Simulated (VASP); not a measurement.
Computed with r2SCAN meta-GGA, VASP's PBE PAW potentials (set 64) (plane waves; VASP).

A VASP calculation is set up with these files.

KPOINTS:
```
Automatic mesh
0
Gamma
9 9 5
0 0 0
```

File KPOINTS_OPT:
```
k-points along high-symmetry lines
8
Line-mode
Reciprocal
  0.000000   0.000000   0.000000 ! GAMMA
  0.000000   0.000000   0.500000 ! A

  0.000000   0.000000   0.500000 ! A
 -0.463047   0.463047   0.500000 ! I_2

 -0.536953  -0.463047   0.500000 ! I
 -0.500000  -0.500000   0.500000 ! M_2

 -0.500000  -0.500000   0.500000 ! M_2
  0.000000   0.000000   0.000000 ! GAMMA

  0.000000   0.000000   0.000000 ! GAMMA
 -0.500000   0.500000   0.000000 ! Y

 -0.500000   0.000000   0.500000 ! L_2
  0.000000   0.000000   0.000000 ! GAMMA

  0.000000   0.000000   0.000000 ! GAMMA
 -0.500000   0.000000   0.000000 ! V_2
```

File POSCAR:
```
YSi2
3.9820460
  0.7068542967  -0.7073589693   0.0006595985
  0.7068542967   0.7073589693   0.0006595985
 -0.6790281090   0.0000000000   1.8216551058
Y Si
2 4
Cart
  0.1975832149  -0.1755839616   1.3669009278
  0.5370972694   0.1755839616   0.4560733749
  0.1914978719   0.5293967648   1.0667620740
  0.5431826124  -0.5293967648   0.7562122287
  0.2036685578   0.5293967648   1.6670397816
  0.5310119264  -0.5293967648   0.1559345211
```

### INCAR
```
ALGO = Normal
EDIFF = 1E-7
ENCUT = 400
ISIF = 2
ISMEAR = -5
LASPH = T
LCHARG = F
LEFG = T
LMAXMIX = 4
LMIXTAU = T
LORBIT = 11
LREAL = F
LWAVE = F
METAGGA = R2SCAN
NEDOS = 601
NELM = 100
PREC = Accurate
SYSTEM = YSi2
```

POTCAR, in this order: Y_sv Si (PBE.64 set). Program: vasp_std.

The run wrote:

### OSZICAR
```
       N       E                     dE             d eps       ncg     rms          rms(c)
DAV:   1     0.924300328479E+02    0.92430E+02   -0.16043E+04  5306   0.129E+03
DAV:   2    -0.744996428857E+02   -0.16693E+03   -0.16495E+03  6243   0.284E+02
DAV:   3    -0.878719986647E+02   -0.13372E+02   -0.13248E+02  9978   0.531E+01
DAV:   4    -0.884314798797E+02   -0.55948E+00   -0.55568E+00  6943   0.117E+01
DAV:   5    -0.884508946886E+02   -0.19415E-01   -0.19431E-01  8393   0.187E+00    0.369E+01
DAV:   6    -0.821539068925E+02    0.62970E+01   -0.54583E+00  7687   0.129E+01    0.235E+01
DAV:   7    -0.771978784810E+02    0.49560E+01   -0.52689E+00  7092   0.138E+01    0.343E+00
DAV:   8    -0.814288223815E+02   -0.42309E+01   -0.31478E+00  6272   0.101E+01    0.768E+00
DAV:   9    -0.808235193895E+02    0.60530E+00   -0.20437E-01  7319   0.275E+00    0.679E+00
DAV:  10    -0.790769064702E+02    0.17466E+01   -0.26010E-01  6578   0.415E+00    0.287E+00
DAV:  11    -0.790562270849E+02    0.20679E-01   -0.47910E-01  5703   0.637E+00    0.193E+00
DAV:  12    -0.790726088376E+02   -0.16382E-01   -0.60866E-02  8138   0.170E+00    0.103E+00
DAV:  13    -0.790650560518E+02    0.75528E-02   -0.29235E-03  8493   0.341E-01    0.960E-01
DAV:  14    -0.790792762614E+02   -0.14220E-01   -0.19238E-03  6417   0.317E-01    0.829E-01
DAV:  15    -0.790902774244E+02   -0.11001E-01   -0.12450E-02  7367   0.808E-01    0.286E-01
DAV:  16    -0.790925651141E+02   -0.22877E-02   -0.49639E-03  7657   0.560E-01    0.425E-01
DAV:  17    -0.790935296963E+02   -0.96458E-03   -0.74791E-04  7547   0.161E-01    0.300E-01
DAV:  18    -0.790936751686E+02   -0.14547E-03   -0.11012E-03  6835   0.238E-01    0.160E-01
DAV:  19    -0.790935643198E+02    0.11085E-03   -0.72940E-04  7791   0.184E-01    0.944E-02
DAV:  20    -0.790936936356E+02   -0.12932E-03   -0.12797E-04  6795   0.109E-01    0.606E-02
DAV:  21    -0.790937062032E+02   -0.12568E-04   -0.10068E-04  6877   0.663E-02    0.259E-02
DAV:  22    -0.790937048740E+02    0.13292E-05   -0.16754E-05  6697   0.317E-02    0.322E-02
DAV:  23    -0.790937129511E+02   -0.80771E-05   -0.10505E-05  6529   0.243E-02    0.146E-02
DAV:  24    -0.790937152328E+02   -0.22817E-05   -0.58727E-06  6606   0.221E-02    0.272E-03
DAV:  25    -0.790937158159E+02   -0.58310E-06   -0.11467E-06  8421   0.673E-03    0.256E-03
DAV:  26    -0.790937157232E+02    0.92745E-07   -0.13055E-07  4430   0.320E-03
   1 F= -.79093716E+02 E0= -.79093716E+02  d E =0.000000E+00
       N       E                     dE             ncg
```

OUTCAR:
```
------------------------ aborting loop because EDIFF is reached ----------------------------------------
  FORCE on cell =-STRESS in cart. coord.  units (eV):
  Direction    XX          YY          ZZ          XY          YZ          ZX
  --------------------------------------------------------------------------------------
  Total       -0.1813213     -0.2661276      0.2692973      0.0000000      0.0000000     -0.1179178
  in kB       -2.5247808     -3.7056527      3.7497884      0.0000000      0.0000000     -1.6419279
  external PRESSURE =      -0.8268817 kB  Pullay stress =       0.0000000 kB
  volume of cell :      115.06
      direct lattice vectors                 reciprocal lattice vectors
     2.814726325 -2.816735954  0.002626551     0.177575397 -0.177510426  0.066191830
     2.814726325  2.816735954  0.002626551     0.177575397  0.177510426  0.066191830
    -2.703921166  0.000000000  7.253914427    -0.000128596  0.000000000  0.137808668
 POSITION                                       TOTAL-FORCE (eV/Angst)
 -----------------------------------------------------------------------------------
      0.78679     -0.69918      5.44306         0.000000     -0.010196      0.000000
      2.13875      0.69918      1.81611        -0.000000      0.010196     -0.000000
      0.76255      2.10808      4.24790         0.015148      0.024827     -0.064617
      2.16298     -2.10808      3.01127        -0.015148     -0.024827      0.064617
      0.81102      2.10808      6.63823        -0.015148      0.024827      0.064617
      2.11451     -2.10808      0.62094         0.015148     -0.024827     -0.064617
 -----------------------------------------------------------------------------------
    total drift:                                0.000000      0.000000      0.000000
  FREE ENERGIE OF THE ION-ELECTRON SYSTEM (eV)
  ---------------------------------------------------
  free  energy   TOTEN  =       -79.0937157232 eV

  energy  without entropy=      -79.0937157232  energy(sigma->0) =      -79.09371572

 total charge

# of ion       s       p       d       f       tot
--------------------------------------------------
    1        2.139   6.297   1.050   0.041   9.527
    2        2.139   6.297   1.050   0.041   9.527
    3        0.758   0.934   0.000   0.000   1.692
    4        0.758   0.934   0.000   0.000   1.692
    5        0.758   0.934   0.000   0.000   1.692
    6        0.758   0.934   0.000   0.000   1.692
--------------------------------------------------
tot          7.309  16.330   2.101   0.082  25.822
```
(Selected blocks of OUTCAR.)

File OUTCAR:
```
 val. band max:        7.3868625189   @ k =  -0.3333   0.3333   0.4000

 cond. band min:       7.1532161176   @ k =   0.4444  -0.0000   0.2000


 Fermi energy:         7.2548292337

 k-point     1 :       0.0000    0.0000    0.0000
  band No.  band energies     occupation
      1     -37.2029      2.00000
      2     -37.1949      2.00000
      3     -16.7058      2.00000
      4     -16.5524      2.00000
      5     -16.5287      2.00000
      6     -16.5280      2.00000
      7     -16.5250      2.00000
      8     -16.5249      2.00000
      9      -5.6288      2.00000
     10      -3.3528      2.00000
     11      -2.1034      2.00000
     12       3.3782      2.00000
     13       3.4341      2.00000
     14       3.4622      2.00000
     15       4.5938      2.00000
     16       4.5963      2.00000
     17       4.7942      2.00000
     18       6.0929      2.00000
     19       6.4027      2.00000
     20       6.7938      2.62702
     21       8.4251      0.00000
     22       8.9780      0.00000
     23       9.0725      0.00000

 k-point     2 :       0.1111   -0.0000    0.0000
  band No.  band energies     occupation
      1     -37.2019      2.00000
      2     -37.1942      2.00000
      3     -16.6994      2.00000
      4     -16.5603      2.00000
      5     -16.5438      2.00000
      6     -16.5409      2.00000
      7     -16.5274      2.00000
      8     -16.5218      2.00000
      9      -5.5064      2.00000
     10      -3.3579      2.00000
     11      -1.9542      2.00000
     12       2.5257      2.00000
     13       3.3641      2.00000
     14       3.4240      2.00000
     15       4.0830      2.00000
     16       4.6325      2.00000
     17       5.3143      2.00000
     18       6.2522      2.00000
     19       6.3853      2.04446
     20       7.4024      0.07644
     21       8.1388      0.00000
     22       8.3662      0.00000
     23       8.6436      0.00000

 k-point     3 :       0.2222   -0.0000    0.0000
...
```

For a metal the tetrahedron method with Blöchl corrections gives inexact stress and forces.

The structure comes from a computed database's YSi2 entry (C2/c); how it stands against other phases isn't given here. It was relaxed first.
